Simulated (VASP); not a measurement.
These are LDA (Ceperley-Alder, Perdew-Zunger), VASP's LDA PAW potentials (set 64) (plane waves; VASP) values and carry that method's errors.

A VASP calculation is set up with these files.

### POSCAR
```
BN
1.0
  1.2626914989  -2.1870460442   0.0000000000
  1.2626914989   2.1870460442   0.0000000000
  0.0000000000   0.0000000000   4.1782425447
B N
2 2
direct
  0.6666670000   0.3333330000   0.5003026567
  0.3333330000   0.6666670000   0.0003026567
  0.6666670000   0.3333330000   0.8746973433
  0.3333330000   0.6666670000   0.3746973433
```

**INCAR**
```
SYSTEM = BN
PREC = Accurate; ENCUT = 620; LREAL = .FALSE.
LASPH = .TRUE.
EDIFF = 1E-6; NELM = 100; ALGO = Normal
ISMEAR = 0; SIGMA = 0.05
IBRION = 2; NSW = 40; ISIF = 3
EDIFFG = -0.02; PSTRESS = 50
LWAVE = .FALSE.; LCHARG = .FALSE.
```

File KPOINTS:
```
Automatic mesh
0
Gamma
10 10 5
0 0 0
```

POTCAR, in this order: B N (LDA.64 set). Program: vasp_std.

The run wrote:

### OSZICAR
```
       N       E                     dE             d eps       ncg     rms          rms(c)
DAV:   1     0.563323766746E+02    0.56332E+02   -0.98564E+03  1016   0.150E+03
DAV:   2    -0.383905089386E+02   -0.94723E+02   -0.88124E+02  1428   0.284E+02
DAV:   3    -0.411113977945E+02   -0.27209E+01   -0.27084E+01  1332   0.473E+01
DAV:   4    -0.411256358349E+02   -0.14238E-01   -0.14229E-01  1276   0.371E+00
DAV:   5    -0.411257858074E+02   -0.14997E-03   -0.14990E-03  1300   0.340E-01    0.937E+00
DAV:   6    -0.390588629626E+02    0.20669E+01   -0.53075E+00  1192   0.189E+01    0.437E+00
DAV:   7    -0.388285495181E+02    0.23031E+00   -0.24224E-01  1200   0.453E+00    0.254E+00
DAV:   8    -0.387632354437E+02    0.65314E-01   -0.99096E-02  1136   0.271E+00    0.220E-01
DAV:   9    -0.387623707278E+02    0.86472E-03   -0.23401E-03  1312   0.472E-01    0.124E-01
DAV:  10    -0.387623297120E+02    0.41016E-04   -0.14911E-04  1204   0.126E-01    0.203E-02
DAV:  11    -0.387623266282E+02    0.30839E-05   -0.25705E-05  1300   0.416E-02    0.107E-02
DAV:  12    -0.387623265371E+02    0.91137E-07   -0.19511E-06   868   0.140E-02
   1 F= -.38042151E+02 E0= -.38042151E+02  d E =-.380422E+02
       N       E                     dE             d eps       ncg     rms          rms(c)
DAV:   1    -0.387663677391E+02   -0.40411E-02   -0.72941E-01  1160   0.976E+00    0.112E+00
DAV:   2    -0.387426730476E+02    0.23695E-01   -0.63329E-02  1248   0.246E+00    0.343E-01
DAV:   3    -0.387411262107E+02    0.15468E-02   -0.49459E-03  1200   0.631E-01    0.113E-01
DAV:   4    -0.387408038407E+02    0.32237E-03   -0.27970E-04  1192   0.159E-01    0.535E-02
DAV:   5    -0.387407518531E+02    0.51988E-04   -0.70057E-05  1220   0.740E-02    0.252E-02
DAV:   6    -0.387407505090E+02    0.13441E-05   -0.39854E-06  1236   0.205E-02    0.224E-03
DAV:   7    -0.387407504823E+02    0.26715E-07   -0.76195E-08   652   0.270E-03
   2 F= -.38040429E+02 E0= -.38040429E+02  d E =0.172184E-02
       N       E                     dE             d eps       ncg     rms          rms(c)
DAV:   1    -0.387654258796E+02   -0.24675E-01   -0.20728E-01  1164   0.516E+00    0.601E-01
DAV:   2    -0.387586032142E+02    0.68227E-02   -0.18665E-02  1248   0.133E+00    0.180E-01
DAV:   3    -0.387581774736E+02    0.42574E-03   -0.13506E-03  1220   0.330E-01    0.595E-02
DAV:   4    -0.387580822049E+02    0.95269E-04   -0.81909E-05  1180   0.851E-02    0.272E-02
DAV:   5    -0.387580680002E+02    0.14205E-04   -0.19436E-05  1212   0.387E-02    0.131E-02
DAV:   6    -0.387580676172E+02    0.38295E-06   -0.97441E-07   704   0.106E-02
   3 F= -.38047169E+02 E0= -.38047169E+02  d E =-.501783E-02
```

OUTCAR:
```
------------------------ aborting loop because EDIFF is reached ----------------------------------------
  FORCE on cell =-STRESS in cart. coord.  units (eV):
  Direction    XX          YY          ZZ          XY          YZ          ZX
  --------------------------------------------------------------------------------------
  Total        0.7020959      0.7020960      0.7164413     -0.0000000      0.0000000      0.0000000
  in kB       49.3808764     49.3808861     50.3898366     -0.0000000      0.0000000      0.0000000
  external PRESSURE =      -0.2828003 kB  Pullay stress =      50.0000000 kB
  volume of cell :       22.78
      direct lattice vectors                 reciprocal lattice vectors
     1.257217046 -2.177564012  0.000000000     0.397703803 -0.229614375  0.000000000
     1.257217046  2.177564012  0.000000000     0.397703803  0.229614375  0.000000000
     0.000000000  0.000000000  4.160418759     0.000000000  0.000000000  0.240360420
  FREE ENERGIE OF THE ION-ELECTRON SYSTEM (eV)
  ---------------------------------------------------
  free  energy   TOTEN  =       -38.7580676172 eV

  energy  without entropy=      -38.7580676172  energy(sigma->0) =      -38.75806762
  enthalpy is  TOTEN    =       -38.0471690242 eV   P V=        0.7108985930

 reached required accuracy - stopping structural energy minimisation
```
(Selected blocks of OUTCAR.)

### CONTCAR
```
BN
   1.00000000000000
     1.2572170457524305   -2.1775640121505915    0.0000000000000000
     1.2572170457524305    2.1775640121505915    0.0000000000000000
     0.0000000000000000    0.0000000000000000    4.1604187589549859
  B               N
     2     2
Direct
     0.6666669999999968    0.3333330000000032    0.5002991748114088
     0.3333330000000032    0.6666669999999968    0.0002991748114089
     0.6666669999999968    0.3333330000000032    0.8747008251885912
     0.3333330000000032    0.6666669999999968    0.3747008251885911
```

The compound is BN in the wurtzite structure, a metastable high-pressure form. This run relaxes it under an external pressure of 5 GPa. Symmetry was kept, so distortions that lower it aren't found.
